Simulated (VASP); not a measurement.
An input for Quantum ESPRESSO's pw.x (written as the equivalent of a VASP run, and not itself run):

```
&CONTROL
  calculation = 'scf'
  pseudo_dir = './pseudo'
  outdir = './out'
  tprnfor = .true.
  tstress = .true.
/
&SYSTEM
  ibrav = 0
  nat = 3
  ntyp = 2
  ecutwfc = 84
  occupations = 'tetrahedra'
  input_dft = 'pbesol'
/
&ELECTRONS
  conv_thr = 7.3e-09
  electron_maxstep = 100
/
ATOMIC_SPECIES
  Ti 47.867 Ti.upf
  B 10.810 B.upf
CELL_PARAMETERS angstrom
     3.0180071    0.0000000    0.0000000
    -1.5090035    2.6136707   -0.0000000
    -0.0000000    0.0000000    3.1864558
ATOMIC_POSITIONS crystal
  Ti   0.0000000  0.0000000  0.0000000
  B    0.3333330  0.6666670  0.5000000
  B    0.6666670  0.3333330  0.5000000
K_POINTS automatic
  13 13 11 0 0 0
```

Problem. Write the VASP files for the same calculation (PBEsol).

Solution. Several could match; the one computed here: 
File KPOINTS:
```
Automatic mesh
0
Gamma
 13 13 11
```

POSCAR:
```
TiB2
1
    3.0180070899     0.0000000000     0.0000000000
   -1.5090035449     2.6136706572    -0.0000000000
   -0.0000000000     0.0000000000     3.1864557815
Ti B
1 2
Direct
  0.0000000000   0.0000000000   0.0000000000
  0.3333330000   0.6666670000   0.5000000000
  0.6666670000   0.3333330000   0.5000000000
```

**INCAR**
```
ISMEAR = -5   # tetrahedra, Bloechl
LASPH = .TRUE.   # aspherical one-centre terms
GGA = PS
EDIFF = 1E-7   # SCF stop (eV)
SYSTEM = TiB2
PREC = Accurate
LORBIT = 11
LREAL = .FALSE.   # projection in real space or not
ENCUT = 520
ISIF = 2
LCHARG = .TRUE.
NEDOS = 601
LMAXMIX = 4
ALGO = Normal   # blocked Davidson
NELM = 100
LWAVE = .FALSE.
```

POTCAR, in this order: Ti_sv B (PBE.64 set). Program: vasp_std.

The two are equivalent in intent, not identical: the potentials are each code's own (VASP's PAW set, PseudoDojo norm-conserving files in pw.x), so ENCUT and ecutwfc are chosen apart and not converted; conv_thr bounds pw.x's estimated SCF error, while EDIFF bounds the energy change between steps.

The structure comes from a measured TiB2 entry (P6/mmm) of the Crystallography Open Database, whose conditions weren't checked. It was relaxed first.
